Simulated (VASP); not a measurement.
Output of a VASP run:

OUTCAR:
```
 ion  position               nearest neighbor table
   1  0.000  0.000  0.000-   2 2.56   3 2.56   2 2.56   3 2.56   3 2.56   3 2.56   2 2.56   2 2.56
                             3 2.56   3 2.56   2 2.56   2 2.56
   2  0.333  0.667  0.500-   3 1.82   3 1.82   3 1.82   1 2.56   1 2.56   1 2.56   1 2.56   1 2.56
                             1 2.56
   3  0.667  0.333  0.500-   2 1.82   2 1.82   2 1.82   1 2.56   1 2.56   1 2.56   1 2.56   1 2.56
                             1 2.56
  LATTYP: Found a hexagonal cell.
 ALAT       =     3.1520454869
 C/A-ratio  =     1.1434074752
 Subroutine PRICEL returns:
 Original cell was already a primitive cell.
 Subroutine GETGRP returns: Found 24 space group operations
The static configuration has the point symmetry D_6h.
The dynamic configuration has the point symmetry D_6h.
 Subroutine INISYM returns: Found 24 space group operations
 Subroutine IBZKPT returns following result:
 Found     80 irreducible k-points:

 Following reciprocal coordinates:
            Coordinates               Weight
  0.000000  0.000000  0.000000      1.000000
  0.090909  0.000000  0.000000      6.000000
  0.181818 -0.000000  0.000000      6.000000
  0.272727  0.000000  0.000000      6.000000
  0.363636  0.000000  0.000000      6.000000
  0.454545 -0.000000  0.000000      6.000000
  0.090909  0.090909  0.000000      6.000000
  0.181818  0.090909  0.000000     12.000000
  0.272727  0.090909  0.000000     12.000000
  0.363636  0.090909  0.000000     12.000000
  0.454545  0.090909  0.000000      6.000000
  0.181818  0.181818  0.000000      6.000000
  0.272727  0.181818  0.000000     12.000000
  0.363636  0.181818  0.000000     12.000000
  0.272727  0.272727  0.000000      6.000000
  0.363636  0.272727  0.000000      6.000000
  0.000000  0.000000  0.125000      2.000000
  0.090909  0.000000  0.125000     12.000000
  0.181818 -0.000000  0.125000     12.000000
  0.272727  0.000000  0.125000     12.000000
  0.363636  0.000000  0.125000     12.000000
  0.454545 -0.000000  0.125000     12.000000
  0.090909  0.090909  0.125000     12.000000
  0.181818  0.090909  0.125000     24.000000
  0.272727  0.090909  0.125000     24.000000
  0.363636  0.090909  0.125000     24.000000
  0.454545  0.090909  0.125000     12.000000
  0.181818  0.181818  0.125000     12.000000
  0.272727  0.181818  0.125000     24.000000
  0.363636  0.181818  0.125000     24.000000
  0.272727  0.272727  0.125000     12.000000
  0.363636  0.272727  0.125000     12.000000
  0.000000  0.000000  0.250000      2.000000
  0.090909  0.000000  0.250000     12.000000
  0.181818 -0.000000  0.250000     12.000000
  0.272727  0.000000  0.250000     12.000000
  0.363636  0.000000  0.250000     12.000000
  0.454545 -0.000000  0.250000     12.000000
  0.090909  0.090909  0.250000     12.000000
  0.181818  0.090909  0.250000     24.000000
   k-points           NKPTS =     80   k-points in BZ     NKDIM =     80   number of bands    NBANDS=     13
   number of dos      NEDOS =    301   number of ions     NIONS =      3
   total plane-waves  NPLWV =  16128
   dimension x,y,z NGX =    24 NGY =   24 NGZ =   28
   dimension x,y,z NGXF=    48 NGYF=   48 NGZF=   56
   ions per type =               1   2
   PREC   = accura    normal or accurate (medium, high low for compatibility)
   ISTART =      0    job   : 0-new  1-cont  2-samecut
   ICHARG =      2    charge: 1-file 2-atom 10-const
   ISPIN  =      1    spin polarized calculation?
   LNONCOLLINEAR =      F non collinear calculations
   LSORBIT =      F    spin-orbit coupling
   INIWAV =      1    electr: 0-lowe 1-rand  2-diag
   ENCUT  =  520.0 eV  38.22 Ry    6.18 a.u.   5.86  5.86  6.70*2*pi/ulx,y,z
   NELM   =    100;   NELMIN=  2; NELMDL= -5     # of ELM steps
   EDIFF  = 0.1E-06   stopping-criterion for ELM
   LREAL  =      F    real-space projection
   NLSPLINE    = F    spline interpolate recip. space projectors
   LMAXMIX     =    4 max onsite mixed and CHGCAR
...
```

File OSZICAR:
```
       N       E                     dE             d eps       ncg     rms          rms(c)
DAV:   1     0.117455463222E+03    0.11746E+03   -0.99331E+03  2080   0.138E+03
DAV:   2    -0.164112253716E+02   -0.13387E+03   -0.12972E+03  2453   0.338E+02
DAV:   3    -0.219342492775E+02   -0.55230E+01   -0.54222E+01  3356   0.600E+01
DAV:   4    -0.220534424116E+02   -0.11919E+00   -0.11915E+00  2659   0.817E+00
DAV:   5    -0.220558767638E+02   -0.24344E-02   -0.24343E-02  3162   0.955E-01    0.197E+01
DAV:   6    -0.186560004407E+02    0.33999E+01   -0.10896E+01  2505   0.219E+01    0.758E+00
DAV:   7    -0.186665778665E+02   -0.10577E-01   -0.10490E+00  3113   0.644E+00    0.316E+00
DAV:   8    -0.186806332328E+02   -0.14055E-01   -0.11795E-01  2579   0.333E+00    0.812E-01
DAV:   9    -0.186774900154E+02    0.31432E-02   -0.21018E-02  2739   0.116E+00    0.141E-01
DAV:  10    -0.186775177171E+02   -0.27702E-04   -0.99279E-04  2670   0.276E-01    0.562E-02
DAV:  11    -0.186775927896E+02   -0.75072E-04   -0.13207E-04  2450   0.133E-01    0.211E-02
DAV:  12    -0.186775953572E+02   -0.25676E-05   -0.13000E-05  2719   0.366E-02    0.475E-03
DAV:  13    -0.186775955755E+02   -0.21834E-06   -0.14889E-06  2395   0.120E-02    0.260E-03
DAV:  14    -0.186775956095E+02   -0.33934E-07   -0.20031E-07  2197   0.466E-03
   1 F= -.18677596E+02 E0= -.18677778E+02  d E =-.186776E+02
       N       E                     dE             d eps       ncg     rms          rms(c)
DAV:   1    -0.186790406892E+02   -0.14451E-02   -0.81673E-02  2220   0.286E+00    0.199E-01
DAV:   2    -0.186784114594E+02    0.62923E-03   -0.18436E-03  2340   0.359E-01    0.111E-01
DAV:   3    -0.186781326992E+02    0.27876E-03   -0.76552E-04  2380   0.247E-01    0.234E-02
DAV:   4    -0.186781315277E+02    0.11715E-05   -0.18893E-05  2299   0.405E-02    0.982E-03
DAV:   5    -0.186781311038E+02    0.42399E-06   -0.97339E-07  2662   0.107E-02    0.322E-03
DAV:   6    -0.186781310838E+02    0.19945E-07   -0.93556E-08  1475   0.316E-03
   2 F= -.18678131E+02 E0= -.18678321E+02  d E =-.535474E-03
```

**OUTCAR**
```
------------------------ aborting loop because EDIFF is reached ----------------------------------------
  FORCE on cell =-STRESS in cart. coord.  units (eV):
  Direction    XX          YY          ZZ          XY          YZ          ZX
  --------------------------------------------------------------------------------------
  Total        1.3998062      1.3998067      1.3886454      0.0000000      0.0000000      0.0000000
  in kB       72.3218340     72.3218602     71.7452055      0.0000000      0.0000000      0.0000000
  external PRESSURE =      72.1296332 kB  Pullay stress =       0.0000000 kB
  volume of cell :       31.01
      direct lattice vectors                 reciprocal lattice vectors
     1.578643744 -2.734291666  0.000000000     0.316727572 -0.182862716  0.000000000
     1.578643744  2.734291666 -0.000000000     0.316727572  0.182862716 -0.000000000
     0.000000000  0.000000000  3.592113765    -0.000000000  0.000000000  0.278387620
 POSITION                                       TOTAL-FORCE (eV/Angst)
 -----------------------------------------------------------------------------------
      1.57864     -2.73429      3.59211        -0.000000     -0.000000      0.000000
      1.57864      0.91143      1.79606         0.000000      0.000000     -0.000000
      1.57864     -0.91143      1.79606        -0.000000     -0.000000      0.000000
 -----------------------------------------------------------------------------------
    total drift:                                0.000000     -0.000000     -0.000000
  FREE ENERGIE OF THE ION-ELECTRON SYSTEM (eV)
  ---------------------------------------------------
  free  energy   TOTEN  =       -18.6781310838 eV

  energy  without entropy=      -18.6787011327  energy(sigma->0) =      -18.67832110

 reached required accuracy - stopping structural energy minimisation
```
(Selected blocks of OUTCAR.)

### POSCAR
```
ZrB2
1
    1.5760225394    -2.7297515833     0.0000000000
    1.5760225394     2.7297515833     0.0000000000
    0.0000000000     0.0000000000     3.6040723717
Zr B
1 2
Direct
  0.0000000000   0.0000000000   0.0000000000
  0.3333330000   0.6666670000   0.5000000000
  0.6666670000   0.3333330000   0.5000000000
```

**Question.** Write an INCAR and KPOINTS that could have produced this output.

**Answer.** This is not unique; one that fits is the input of the run itself, vdW-DF2, plane waves, VASP's PBE PAW potentials (set 64).

KPOINTS:
```
Automatic mesh
0
Gamma
11 11 8
0 0 0
```

INCAR:
```
SYSTEM = ZrB2
PREC = Accurate; ENCUT = 520; LREAL = .False.
LASPH = .True.
EDIFF = 1E-7; NELM = 100; ALGO = Normal
LMAXMIX = 4
ISMEAR = 1; SIGMA = 0.1
GGA = ML; LUSE_VDW = .True.; AGGAC = 0.0
ZAB_VDW = -1.8867
IBRION = 2; NSW = 30; ISIF = 4
EDIFFG = -0.01
LWAVE = .False.; LCHARG = .False.
```

POTCAR, in this order: Zr_sv B (PBE.64 set). Program: vasp_std.

The compound is ZrB2 in the AlB2 type structure. This cell is one point of a volume scan, at 0.97 of the reference volume. Symmetry was kept, so distortions that lower it aren't found.
